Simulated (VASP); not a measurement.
Given:

```
HfGe2
1.0
   -2.72754     2.72754     3.82713
    2.72754    -2.72754     3.82713
    2.72754     2.72754    -3.82713
Ge Hf
4 2
Direct
  0.18060   0.68060   0.86119
  0.31940   0.18060   0.50000
  0.68060   0.81940   0.50000
  0.81940   0.31940   0.13881
  0.75000   0.75000   0.00000
  0.25000   0.25000   0.00000
```

Method: PBEsol GGA, VASP's PBE PAW potentials (set 64) (plane waves; VASP). Run with 400 eV cut-off, Gaussian smearing of 0.050 eV, potentials Ge_d Hf_pv.

Unless said otherwise, spin-orbit coupling is left out, though it shifts the bands of the heavy elements here.

Problem. What does the run give for the band gap (along the path) with the smallest direct gap where there is one?

Solution. 
| Property | Value |
|---|---|
| band gap (along the path) | none (metal, semimetal or under 0.01 eV) |

The structure was generated: HfGe2 was put into the Al2Cu type (I4/mcm), which need not be its known phase. It was relaxed first, which changed the volume by -32 %.
